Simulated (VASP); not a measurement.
Calculation: RPBE GGA, VASP's PBE PAW potentials (set 64) (plane waves; VASP).

Input for VASP

### KPOINTS
```
Automatic mesh
0
Gamma
18 18 18
0 0 0
```

### INCAR
```
ALGO = Normal
EDIFF = 1E-7
ENCUT = 520
GGA = RP
ISIF = 2
ISMEAR = -5
LASPH = .TRUE.
LCHARG = .TRUE.
LMAXMIX = 4
LORBIT = 11
LREAL = .FALSE.
LWAVE = .FALSE.
NEDOS = 601
NELM = 100
PREC = Accurate
SYSTEM = Rh
```

### POSCAR
```
Rh
1
    0.0000000000     1.9270424590     1.9270424590
    1.9270424590     0.0000000000     1.9270424590
    1.9270424590     1.9270424590     0.0000000000
Rh
1
Direct
  0.0000000000   0.0000000000   0.0000000000
```

POTCAR, in this order: Rh_pv (PBE.64 set). Program: vasp_std.

What VASP printed:

### OUTCAR
```
 ion  position               nearest neighbor table
   1  0.000  0.000  0.000-
  LATTYP: Found a face centered cubic cell.
 ALAT       =     3.8540849180
 Subroutine PRICEL returns:
 Original cell was already a primitive cell.
 Subroutine GETGRP returns: Found 48 space group operations
The static configuration has the point symmetry O_h .
The dynamic configuration has the point symmetry O_h .
 Subroutine INISYM returns: Found 48 space group operations
 Subroutine IBZKPT returns following result:
 Found    195 irreducible k-points:

 Following reciprocal coordinates:
            Coordinates               Weight
  0.000000  0.000000  0.000000      1.000000
  0.055556  0.000000  0.000000      8.000000
  0.111111  0.000000  0.000000      8.000000
  0.166667  0.000000  0.000000      8.000000
  0.222222  0.000000  0.000000      8.000000
  0.277778  0.000000  0.000000      8.000000
  0.333333  0.000000  0.000000      8.000000
  0.388889  0.000000  0.000000      8.000000
  0.444444  0.000000  0.000000      8.000000
  0.500000  0.000000  0.000000      4.000000
...
```

File OSZICAR:
```
       N       E                     dE             d eps       ncg     rms          rms(c)
DAV:   1     0.115820206991E+03    0.11582E+03   -0.94017E+03  4306   0.145E+03
DAV:   2    -0.556626119546E+01   -0.12139E+03   -0.11621E+03  4401   0.386E+02
DAV:   3    -0.705485295630E+01   -0.14886E+01   -0.14823E+01  4956   0.492E+01
DAV:   4    -0.706377515317E+01   -0.89222E-02   -0.89200E-02  4702   0.392E+00
DAV:   5    -0.706391471759E+01   -0.13956E-03   -0.13952E-03  4941   0.468E-01    0.883E+00
DAV:   6    -0.662945462080E+01    0.43446E+00   -0.10576E+00  4473   0.153E+01    0.316E+00
DAV:   7    -0.661719981574E+01    0.12255E-01   -0.18196E-02  4740   0.175E+00    0.158E+00
DAV:   8    -0.661470911002E+01    0.24907E-02   -0.31704E-03  4407   0.884E-01    0.160E-01
DAV:   9    -0.661461474255E+01    0.94367E-04   -0.81645E-05  4926   0.147E-01    0.155E-02
DAV:  10    -0.661461869328E+01   -0.39507E-05   -0.54877E-06  4563   0.350E-02    0.263E-03
DAV:  11    -0.661461774486E+01    0.94843E-06   -0.25433E-07  4918   0.712E-03    0.143E-03
DAV:  12    -0.661461754943E+01    0.19543E-06   -0.14757E-08  2400   0.211E-03    0.201E-04
DAV:  13    -0.661461754151E+01    0.79194E-08   -0.45428E-10  2292   0.321E-04
   1 F= -.66146175E+01 E0= -.66146175E+01  d E =0.000000E+00
```

OUTCAR:
```
------------------------ aborting loop because EDIFF is reached ----------------------------------------
  FORCE on cell =-STRESS in cart. coord.  units (eV):
  Direction    XX          YY          ZZ          XY          YZ          ZX
  --------------------------------------------------------------------------------------
  Total       -0.0047058     -0.0047058     -0.0047058      0.0000000      0.0000000      0.0000000
  in kB       -0.5267970     -0.5267970     -0.5267970      0.0000000      0.0000000      0.0000000
  external PRESSURE =      -0.5267970 kB  Pullay stress =       0.0000000 kB
  volume of cell :       14.31
      direct lattice vectors                 reciprocal lattice vectors
     0.000000000  1.927042459  1.927042459    -0.259464963  0.259464963  0.259464963
     1.927042459  0.000000000  1.927042459     0.259464963 -0.259464963  0.259464963
     1.927042459  1.927042459  0.000000000     0.259464963  0.259464963 -0.259464963
 POSITION                                       TOTAL-FORCE (eV/Angst)
 -----------------------------------------------------------------------------------
      0.00000      0.00000      0.00000         0.000000     -0.000000     -0.000000
 -----------------------------------------------------------------------------------
    total drift:                                0.000000      0.000000      0.000000
  FREE ENERGIE OF THE ION-ELECTRON SYSTEM (eV)
  ---------------------------------------------------
  free  energy   TOTEN  =        -6.6146175415 eV

  energy  without entropy=       -6.6146175415  energy(sigma->0) =       -6.61461754

 total charge

# of ion       s       p       d       tot
------------------------------------------
    1        0.401   6.276   7.046  13.722
```
(Selected blocks of OUTCAR.)

OUTCAR:
```
 val. band max:       11.6061697216   @ k =   0.4444   0.0000   0.0000

 cond. band min:      11.2015477787   @ k =  -0.3333   0.3333   0.0000


 Fermi energy:        11.2541114993

 k-point     1 :       0.0000    0.0000    0.0000
  band No.  band energies     occupation
      1     -35.0572      2.00000
      2     -35.0572      2.00000
      3     -35.0572      2.00000
      4       3.6402      2.00000
      5       8.3763      2.00000
      6       8.3763      2.00000
      7       8.3763      2.00000
      8      10.3224      2.00000
      9      10.3224      2.00000
     10      27.2907      0.00000
     11      31.9672      0.00000

 k-point     2 :       0.0556    0.0000    0.0000
  band No.  band energies     occupation
      1     -35.0769      2.00000
      2     -35.0599      2.00000
      3     -35.0599      2.00000
      4       3.7602      2.00000
      5       8.3248      2.00000
      6       8.4224      2.00000
      7       8.4224      2.00000
      8      10.2972      2.00000
      9      10.2972      2.00000
     10      27.4571      0.00000
     11      31.8419      0.00000

 k-point     3 :       0.1111    0.0000    0.0000
  band No.  band energies     occupation
      1     -35.1336      2.00000
      2     -35.0676      2.00000
      3     -35.0676      2.00000
      4       4.1050      2.00000
      5       8.1956      2.00000
      6       8.5427      2.00000
      7       8.5427      2.00000
      8      10.2433      2.00000
      9      10.2433      2.00000
     10      27.8945      0.00000
     11      30.3897      0.00000

 k-point     4 :       0.1667    0.0000    0.0000
  band No.  band energies     occupation
      1     -35.2197      2.00000
      2     -35.0795      2.00000
      3     -35.0795      2.00000
      4       4.6194      2.00000
      5       8.0693      2.00000
      6       8.6773      2.00000
      7       8.6773      2.00000
      8      10.2293      2.00000
      9      10.2293      2.00000
...
```

For a metal the tetrahedron method with Blöchl corrections gives inexact stress and forces.

The compound is Rh in the fcc structure. It was relaxed first.
